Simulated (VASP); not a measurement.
All values below come from PBEsol GGA, VASP's PBE PAW potentials (set 64) (plane waves; VASP).

A VASP calculation is set up with these files.

**POSCAR**
```
NaF
1
    0.0000000000     2.3150000000     2.3150000000
    2.3150000000     0.0000000000     2.3150000000
    2.3150000000     2.3150000000     0.0000000000
Na F
1 1
Direct
  0.0000000000   0.0000000000   0.0000000000
  0.5000000000   0.5000000000   0.5000000000
```

KPOINTS:
```
k-points along high-symmetry lines
15
Line-mode
Reciprocal
  0.000000   0.000000   0.000000 ! GAMMA
  0.500000   0.000000   0.500000 ! X

  0.500000   0.000000   0.500000 ! X
  0.625000   0.250000   0.625000 ! U

  0.375000   0.375000   0.750000 ! K
  0.000000   0.000000   0.000000 ! GAMMA

  0.000000   0.000000   0.000000 ! GAMMA
  0.500000   0.500000   0.500000 ! L

  0.500000   0.500000   0.500000 ! L
  0.500000   0.250000   0.750000 ! W

  0.500000   0.250000   0.750000 ! W
  0.500000   0.000000   0.500000 ! X
```

INCAR:
```
! general
SYSTEM = NaF
PREC   = Accurate
ENCUT  = 520   ! plane-wave cut-off (eV)
LREAL  = .FALSE.   ! projection in real space or not
LASPH  = .TRUE.   ! aspherical one-centre terms
ICHARG = 11

! electronic loop
EDIFF  = 1E-7
NELM   = 100
ALGO   = Normal   ! blocked Davidson

! smearing
ISMEAR = 0   ! Gaussian
SIGMA  = 0.05   ! width (eV)

! functional
GGA    = PS   ! PBEsol

! output
LWAVE  = .FALSE.
LCHARG = .FALSE.
LORBIT = 11
```

POTCAR, in this order: Na_pv F (PBE.64 set). Program: vasp_std. Read from the step before: CHGCAR.

The run wrote:

**OSZICAR**
```
       N       E                     dE             d eps       ncg     rms          rms(c)
DAV:   1     0.107398136023E+03    0.10740E+03   -0.82833E+03  2022   0.155E+03
DAV:   2    -0.237890832820E+01   -0.10978E+03   -0.10175E+03  2130   0.363E+02
DAV:   3    -0.833952389041E+01   -0.59606E+01   -0.59372E+01  2259   0.849E+01
DAV:   4    -0.840328854399E+01   -0.63765E-01   -0.63749E-01  2168   0.950E+00
DAV:   5    -0.840396243545E+01   -0.67389E-03   -0.67388E-03  2240   0.101E+00
DAV:   6    -0.840397370842E+01   -0.11273E-04   -0.11273E-04  2181   0.131E-01
DAV:   7    -0.840397395191E+01   -0.24350E-06   -0.24350E-06  2252   0.188E-02
DAV:   8    -0.840397395727E+01   -0.53610E-08   -0.53504E-08  1684   0.287E-03
   1 F= -.84039740E+01 E0= -.84039740E+01  d E =-.234789E-17
```

### OUTCAR
```
 val. band max:       -2.1650679648   @ k =   0.0000   0.0000   0.0000

 cond. band min:       4.0093716492   @ k =   0.0000   0.0000   0.0000



 k-point     1 :       0.0000    0.0000    0.0000
  band No.  band energies     occupation
      1     -21.2261      2.00000
      2     -20.9271      2.00000
      3     -20.9271      2.00000
      4     -20.9271      2.00000
      5      -2.1651      2.00000
      6      -2.1651      2.00000
      7      -2.1651      2.00000
      8       4.0094      0.00000
      9      16.6961      0.00000
     10      16.6961      0.00000
     11      16.6961      0.00000

 k-point     2 :       0.0357    0.0000    0.0357
  band No.  band energies     occupation
      1     -21.2577      2.00000
      2     -20.9278      2.00000
      3     -20.9278      2.00000
      4     -20.8925      2.00000
      5      -2.1991      2.00000
      6      -2.1708      2.00000
      7      -2.1708      2.00000
      8       4.0733      0.00000
      9      16.3996      0.00000
     10      16.7082      0.00000
     11      16.7082      0.00000

 k-point     3 :       0.0714    0.0000    0.0714
  band No.  band energies     occupation
      1     -21.3236      2.00000
      2     -20.9298      2.00000
      3     -20.9298      2.00000
      4     -20.8174      2.00000
      5      -2.2949      2.00000
      6      -2.1877      2.00000
      7      -2.1877      2.00000
      8       4.2594      0.00000
      9      15.7705      0.00000
     10      16.7434      0.00000
     11      16.7434      0.00000

 k-point     4 :       0.1071    0.0000    0.1071
  band No.  band energies     occupation
      1     -21.3929      2.00000
      2     -20.9331      2.00000
      3     -20.9331      2.00000
      4     -20.7338      2.00000
      5      -2.4367      2.00000
      6      -2.2146      2.00000
      7      -2.2146      2.00000
      8       4.5529      0.00000
      9      15.0693      0.00000
     10      16.7989      0.00000
...
```

The density is held fixed in this step, so its total energy and stress have no physical meaning.

The compound is NaF in the rock salt structure. The cell was not relaxed at this level.
